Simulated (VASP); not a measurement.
Data:

```
In
1.0
   -1.61158     1.61158     2.48596
    1.61158    -1.61158     2.48596
    1.61158     1.61158    -2.48596
In
1
Direct
  0.00000   0.00000   0.00000
```

Level of theory: vdW-DF-cx, VASP's PBE PAW potentials (set 64) (plane waves; VASP). Run with 520 eV cut-off, Gaussian smearing of 0.050 eV, potentials In_d.

Task: Give the energies of bands 6 to 9 at the high-symmetry points, in eV from the Fermi level.

Result: 
```
band      Γ      X      P      N      M      S      R
----  -----  -----  -----  -----  -----  -----  -----
6     -9.64  -1.94  -1.20  -4.34  -3.11  -2.60  -1.73
7     10.59  -1.58  -0.06  -3.41  -2.78  -1.28  -0.20
8     10.59   3.43  -0.06   7.38   4.87  -0.54   0.08
9     10.78   3.95   1.82   9.34   4.87   6.32   1.35
```

It has no gap at this level: it comes out as a metal or semimetal.

The compound is In in the bct structure. It was relaxed first.
